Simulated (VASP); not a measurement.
The system is InAs.

```
CELL_PARAMETERS angstrom
0.00000 3.01800 3.01800
3.01800 0.00000 3.01800
3.01800 3.01800 0.00000
ATOMIC_POSITIONS crystal
In 0.00000 0.00000 0.00000
As 0.25000 0.25000 0.25000
```

* Program: VASP 6.6.1
* Task: relaxation of cell and atoms
* Functional: PBEsol
* Potentials or basis: VASP PAW PBE potentials, release 64 (In_d, As)
* Cutoff: 600 eV
* k mesh: 10 × 10 × 10
* Occupations: gaussian, width 0.03 eV
* Spin: no spin polarisation

At the start: pressure 1.6 GPa; volume 27.49 Å³/atom.

Where does the relaxation end?

Over 3 steps the energy falls by 3.7 meV/atom and the volume is 28.25 Å³/atom (+2.8 %); space group F-43m (No. 216, to 0.05 Å).

Step by step:
```tsv
step	energy change (eV)	largest force (eV/Å)	pressure (GPa)	volume (Å³)
1	0.0000	0.0000	1.62	54.98
2	-0.0059	0.0000	-0.70	57.21
3	-0.0075	0.0000	0.01	56.49
```

Final structure:
```xyz
2
Lattice="0.0000 3.0455 3.0455 3.0455 0.0000 3.0455 3.0455 3.0455 0.0000" Properties=species:S:1:pos:R:3 pbc="T T T"
In    0.0000    0.0000    0.0000
As    1.5227    1.5227    1.5227
```

Caveat: the PAW data sets were made with another functional, which shifts forces and pressure a little.
